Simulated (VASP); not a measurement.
Set up this calculation in VASP 6.6.1, as the native input.

- Task: single point
- Functional: PBE
- Potentials or basis: VASP PAW PBE potentials, release 64 (C, S)
- Cutoff: 520 eV
- k mesh: 2 × 2 × 1
- Occupations: gaussian, width 0.02 eV
- Spin: collinear spin, typed start
- Starting moments: [0.0, 0.0, 0.0, 0.0, 0.0, 0.0, 0.0, 0.0, 0.0, 0.0, 0.0, 0.0, 0.0, 0.0, 0.0, 0.0, 0.0, 0.0, 1.0] μB
- Dipole correction: no
- Further INCAR settings: LREAL = Auto; ALGO = Fast; EDIFF = 1e-07; NBANDS = 58

The structure of C18S lies in POSCAR:

```
C18S
1.0
    7.3980000000      0.0000000000      0.0000000000
   -3.6990000000      6.4068560000      0.0000000000
    0.0000000000      0.0000000000     12.0000000000
C S
18 1
Direct
   -0.0003662890      0.0041487380      0.0768119302
    0.2257553309      0.1172035507      0.0767936726
   -0.0004076151      0.3390502155      0.0768773472
    0.2257536413      0.4521123953      0.0769041009
   -0.0030219065      0.6702944197      0.1063276366
    0.2284647415      0.7860817528      0.1061888736
    0.3363209757      0.0104759956      0.0829664495
    0.5576031963      0.1182671997      0.0772410302
    0.3367065516      0.3401524545      0.0740090289
    0.5569903403      0.4503458923      0.0772484147
    0.3362586493      0.6693798155      0.0831161164
    0.5574919029      0.7829743594      0.0773441081
    0.6684038753      0.0060359603      0.0769964509
    0.8886696798      0.1161276354      0.0739019539
    0.6678944886      0.3381819950      0.0774236904
    0.8891549525      0.4458675013      0.0831636270
    0.6678531621      0.6734172187      0.0774372192
    0.8891328044      0.7868838010      0.0831061776
    0.1129338180      0.7285037994      0.2536415722
```

The cell was built by a generator and needn't be a form met in nature.

The input as run:

INCAR

```
  PREC = Accurate
  ENCUT = 520
  EDIFF = 1E-7
  ISMEAR = 0
  SIGMA = 0.02
  LREAL = Auto
  LASPH = True
  NELM = 150
  ALGO = Fast
  ISIF = 2
  LWAVE = False
  LCHARG = False
  ISPIN = 2
  MAGMOM = 0 0 0 0 0 0 0 0 0 0 0 0 0 0 0 0 0 0 1
  LORBIT = 11
  GGA = PE
  NBANDS = 58
```

KPOINTS

```
regular mesh
0
Gamma
  2 2 1
```

Potentials or basis: VASP PAW PBE potentials, release 64 (C, S).

Launch:

```bash
$ cat potpaw_PBE.64/C/POTCAR potpaw_PBE.64/S/POTCAR > POTCAR
$ mpirun -np 1 vasp_std > vasp.out
```

Results of the run:

| Quantity | Value |
| --- | --- |
| Largest force | 0.085 eV/Å |
| Band gap on the k mesh | 0.29 eV, direct |
| Net moment | 0.00 μB per cell |
| Valence electrons inside the program's atomic spheres | C 2.65, 2.57, 2.66; S 3.67 |

Caveat: the k mesh is coarse (spacing up to 0.49 Å⁻¹), so the values aren't converged.

Wall time 7.3 min on 1 thread of Intel(R) Xeon(R) Platinum 8488C (Sapphire Rapids), with other jobs on the host, peak memory 0.87 GiB.
